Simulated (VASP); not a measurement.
Output of a VASP run:

**OSZICAR**
```
...
DAV:  19    -0.133343355476E+02    0.12107E+00   -0.28768E-01  1529   0.671E+00    0.215E+00
DAV:  20    -0.131797190278E+02    0.15462E+00   -0.44408E-01  1529   0.785E+00    0.172E+00
DAV:  21    -0.133556152935E+02   -0.17590E+00   -0.60392E-01  1512   0.105E+01    0.127E+00
DAV:  22    -0.136063111996E+02   -0.25070E+00   -0.64061E-01  1637   0.651E+00    0.228E+00
DAV:  23    -0.136497456380E+02   -0.43434E-01   -0.53037E-02  2004   0.233E+00    0.244E+00
DAV:  24    -0.135715047866E+02    0.78241E-01   -0.56523E-02  1525   0.243E+00    0.217E+00
DAV:  25    -0.134740726931E+02    0.97432E-01   -0.86043E-02  1798   0.213E+00    0.165E+00
DAV:  26    -0.131683189110E+02    0.30575E+00   -0.17800E+00  1518   0.124E+01    0.255E-01
DAV:  27    -0.130640715844E+02    0.10425E+00   -0.33526E-01  1718   0.737E+00    0.263E-01
DAV:  28    -0.130591690720E+02    0.49025E-02   -0.21657E-02  1580   0.220E+00    0.162E-01
DAV:  29    -0.130596376460E+02   -0.46857E-03   -0.10797E-03  1620   0.396E-01    0.104E-01
DAV:  30    -0.130616777487E+02   -0.20401E-02   -0.85182E-04  1588   0.439E-01    0.103E-01
DAV:  31    -0.130621136583E+02   -0.43591E-03   -0.13684E-04  1729   0.148E-01    0.979E-02
DAV:  32    -0.130637988230E+02   -0.16852E-02   -0.12195E-03  1590   0.494E-01    0.851E-02
DAV:  33    -0.130645873476E+02   -0.78852E-03   -0.21415E-04  1797   0.221E-01    0.822E-02
DAV:  34    -0.130646020133E+02   -0.14666E-04   -0.98036E-05  1524   0.116E-01    0.583E-02
DAV:  35    -0.130649080947E+02   -0.30608E-03   -0.37296E-05  1545   0.118E-01    0.509E-02
DAV:  36    -0.130648658769E+02    0.42218E-04   -0.19778E-06  1584   0.192E-02    0.502E-02
DAV:  37    -0.130648579162E+02    0.79608E-05   -0.58269E-08  1937   0.332E-03    0.504E-02
DAV:  38    -0.130650547889E+02   -0.19687E-03   -0.18301E-05  1514   0.825E-02    0.456E-02
DAV:  39    -0.130650567441E+02   -0.19553E-05   -0.51490E-07  1517   0.102E-02    0.450E-02
DAV:  40    -0.130650655340E+02   -0.87899E-05   -0.10013E-06  1540   0.976E-03    0.462E-02
DAV:  41    -0.130650844481E+02   -0.18914E-04   -0.26681E-07  1518   0.870E-03    0.453E-02
DAV:  42    -0.130650900726E+02   -0.56245E-05   -0.15209E-07  1528   0.484E-03    0.446E-02
DAV:  43    -0.130650829611E+02    0.71115E-05   -0.13875E-07  1514   0.472E-03    0.451E-02
DAV:  44    -0.130650708863E+02    0.12075E-04   -0.37739E-07  1512   0.811E-03    0.459E-02
DAV:  45    -0.130650706291E+02    0.25720E-06   -0.11962E-08  1328   0.142E-03    0.459E-02
DAV:  46    -0.130650740695E+02   -0.34405E-05   -0.52359E-08  1513   0.307E-03    0.457E-02
DAV:  47    -0.130651792176E+02   -0.10515E-03   -0.59057E-06  1514   0.488E-02    0.426E-02
DAV:  48    -0.130652618116E+02   -0.82594E-04   -0.66704E-06  1512   0.450E-02    0.371E-02
DAV:  49    -0.130653552891E+02   -0.93478E-04   -0.96144E-06  1513   0.593E-02    0.336E-02
DAV:  50    -0.130654905685E+02   -0.13528E-03   -0.38079E-05  1528   0.118E-01    0.230E-02
DAV:  51    -0.130655618148E+02   -0.71246E-04   -0.35256E-05  1529   0.106E-01    0.159E-02
DAV:  52    -0.130655775426E+02   -0.15728E-04   -0.60369E-06  1552   0.437E-02    0.877E-03
DAV:  53    -0.130655857473E+02   -0.82047E-05   -0.30791E-06  1516   0.325E-02    0.563E-03
DAV:  54    -0.130655871710E+02   -0.14237E-05   -0.95835E-07  1803   0.131E-02    0.308E-03
DAV:  55    -0.130655879325E+02   -0.76158E-06   -0.53732E-07  1531   0.105E-02    0.170E-03
DAV:  56    -0.130655879619E+02   -0.29403E-07   -0.43959E-07  1629   0.624E-03
   1 F= -.13065588E+02 E0= -.13065588E+02  d E =0.000000E+00
       N       E                     dE             ncg
```

File OUTCAR:
```
------------------------ aborting loop because EDIFF is reached ----------------------------------------
  FORCE on cell =-STRESS in cart. coord.  units (eV):
  Direction    XX          YY          ZZ          XY          YZ          ZX
  --------------------------------------------------------------------------------------
  Total        0.0000693      0.0000693      0.0000693      0.0000000      0.0000000      0.0000000
  in kB        0.0069495      0.0069495      0.0069495      0.0000000      0.0000000      0.0000000
  external PRESSURE =       0.0069495 kB  Pullay stress =       0.0000000 kB
  volume of cell :       15.97
      direct lattice vectors                 reciprocal lattice vectors
     0.000000000  1.998671215  1.998671215    -0.250166209  0.250166209  0.250166209
     1.998671215  0.000000000  1.998671215     0.250166209 -0.250166209  0.250166209
     1.998671215  1.998671215  0.000000000     0.250166209  0.250166209 -0.250166209
  FREE ENERGIE OF THE ION-ELECTRON SYSTEM (eV)
  ---------------------------------------------------
  free  energy   TOTEN  =       -13.0655879619 eV

  energy  without entropy=      -13.0655879619  energy(sigma->0) =      -13.06558796

 total charge

# of ion       s       p       d       tot
------------------------------------------
    1        2.020   0.050   0.000   2.069
    2        1.697   4.406   0.000   6.102
--------------------------------------------------
tot          3.716   4.455   0.000   8.171
```
(Selected blocks of OUTCAR.)

POSCAR:
```
LiF
1
    0.0000000000     1.9986712150     1.9986712150
    1.9986712150     0.0000000000     1.9986712150
    1.9986712150     1.9986712150     0.0000000000
Li F
1 1
Direct
  0.0000000000   0.0000000000   0.0000000000
  0.5000000000   0.5000000000   0.5000000000
```

Question: Reconstruct the remaining input files.

Answer: This is not unique; one that fits is the input of the run itself, TPSS meta-GGA, plane waves, VASP's PBE PAW potentials (set 64).

**KPOINTS_OPT**
```
k-points along high-symmetry lines
10
Line-mode
Reciprocal
  0.000000   0.000000   0.000000 ! GAMMA
  0.500000   0.000000   0.500000 ! X

  0.500000   0.000000   0.500000 ! X
  0.625000   0.250000   0.625000 ! U

  0.375000   0.375000   0.750000 ! K
  0.000000   0.000000   0.000000 ! GAMMA

  0.000000   0.000000   0.000000 ! GAMMA
  0.500000   0.500000   0.500000 ! L

  0.500000   0.500000   0.500000 ! L
  0.500000   0.250000   0.750000 ! W

  0.500000   0.250000   0.750000 ! W
  0.500000   0.000000   0.500000 ! X
```

**INCAR**
```
ALGO = Normal
EDIFF = 1E-7
ENCUT = 520
ISIF = 2
ISMEAR = -5
LASPH = T
LCHARG = F
LMIXTAU = T
LORBIT = 11
LREAL = F
LWAVE = F
METAGGA = TPSS
NEDOS = 601
NELM = 100
PREC = Accurate
SYSTEM = LiF
```

**KPOINTS**
```
K-points
0
gamma
 13 13 13
```

POTCAR, in this order: Li_sv F (PBE.64 set). Program: vasp_std.

The compound is LiF in the rock salt structure. It was relaxed first.
